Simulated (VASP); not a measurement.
```
CsBr
1.0
    3.74406     0.00000     0.00000
    0.00000     3.74406     0.00000
    0.00000     0.00000     3.74406
Cs Br
1 1
Direct
  0.00000   0.00000   0.00000
  0.50000   0.50000   0.50000
```

These are PBE GGA, VASP's PBE PAW potentials (set 64) (plane waves; VASP) values and carry that method's errors. Numerical set-up: 500 eV cut-off, 7×7×7 Γ-centred mesh, Gaussian smearing of 0.050 eV, potentials Cs_sv Br.

Energy and stress use the plane-wave basis of the starting cell.

**Question.** The ions, cell shape and volume at an external pressure of 30.0 GPa are relaxed. Which structure does the run end with?

**Answer.** 
```
CsBr
1.0
    3.63094     0.00000     0.00000
    0.00000     3.63094     0.00000
    0.00000     0.00000     3.63094
Cs Br
1 1
Direct
  0.00000   0.00000   0.00000
  0.50000   0.50000   0.50000
```
Space group Pm-3m (221), at a tolerance of 0.03 Å.

**Question.** How do energy and volume change from the first to the last step?

**Answer.** The energy (σ→0) changes by +354.1 meV/atom and the volume by -8.8 %, in 4 ionic steps.

The compound is CsBr in the CsCl type structure. This run relaxes it under an external pressure of 30 GPa. Symmetry was kept, so distortions that lower it aren't found.
